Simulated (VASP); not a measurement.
Input of a VASP 6.6.1 run:

INCAR

```
SYSTEM = CaMn2As2
PREC = Accurate
ENCUT = 520
EDIFF = 1E-7
ISMEAR = -1
SIGMA = 0.05
LREAL = .FALSE.
LASPH = .TRUE.
NELM = 120
ALGO = Normal
ISIF = 2
LWAVE = .FALSE.
LCHARG = .FALSE.
ISPIN = 2
MAGMOM = 0 3.5 3.5 0 0
LORBIT = 11
LMAXMIX = 4
GGA = PS
LEFG = .TRUE.
```

KPOINTS

```
regular mesh
0
G
  13 13 7
  0 0 0
```

Contents of POSCAR:

```
CaMn2As2
1.0
    4.0003377127      0.0000000000      0.0000000000
   -2.0001688564      3.4643940829      0.0000000000
    0.0000000000      0.0000000000      6.9955350000
Ca Mn As
1 2 2
Direct
    0.0000000000      0.0000000000      0.0000000000
    0.3333333300      0.6666666700      0.6158690000
    0.6666666700      0.3333333300      0.3841310000
    0.6666666700      0.3333333300      0.7290990000
    0.3333333300      0.6666666700      0.2709010000
```

Potentials or basis: VASP PAW PBE potentials, release 64 (Ca_sv, Mn_pv, As).

Run with:

```sh
$ cat potpaw_PBE.64/Ca_sv/POTCAR potpaw_PBE.64/Mn_pv/POTCAR potpaw_PBE.64/As/POTCAR > POTCAR
$ mpirun -np 1 vasp_std > vasp.out
```

(1) Estimate the pressure.

(2) What does it give for the site moments?

(3) Estimate the net moment.

(4) What does it give for the largest force?

## Answers

(1) -4.4 GPa.

(2) Ca -0.00; Mn +2.57; As -0.10 μB.

(3) 5.13 μB per cell.

(4) 0.277 eV/Å.

Caveat: the PAW data sets were made with another functional, which shifts forces and pressure a little; only a ferromagnetic start was run, and an antiferromagnetic order may lie lower in energy.
